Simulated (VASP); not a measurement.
**AlN (relaxed from the wurtzite structure, space group P6_3mc): computed properties**

Calculation: r2SCAN meta-GGA, VASP's PBE PAW potentials (set 64) (plane waves; VASP 6.6.1).

```
Quantity                                                                                                           Result
---------------------------------------------  --------------------------------------------------------------------------
space group                                                                                                  P6_3mc (186)
cell                                           a = 3.105 Å, b = 3.105 Å, c = 4.975 Å, α = 90.00°, β = 90.00°, γ = 120.00°
volume per atom                                                                                             10.39 Å³/atom
band gap (over mesh and band path)                                                                                4.93 eV
smallest direct gap (over mesh and band path)                                                                     4.93 eV
band-edge character                                                                                        direct, Γ to Γ
density                                                                                                        3.28 g/cm³
```

Space group P6₃mc (No. 186); a = b = 3.105 Å, c = 4.975 Å, α = β = 90.00°, γ = 120.00°

```json
[
 {"atom": "Al", "site": "2b", "symmetry": "3m.", "x": "0.6667", "y": "0.3333", "z": "0.4967"},
 {"atom": "N", "site": "2b", "symmetry": "3m.", "x": "0.3333", "y": "0.6667", "z": "0.3783"}
]
```

The structure was generated: AlN was put into the wurtzite type (P6_3mc), which need not be its known phase. It was relaxed first. Symmetry was kept, so distortions that lower it aren't found.
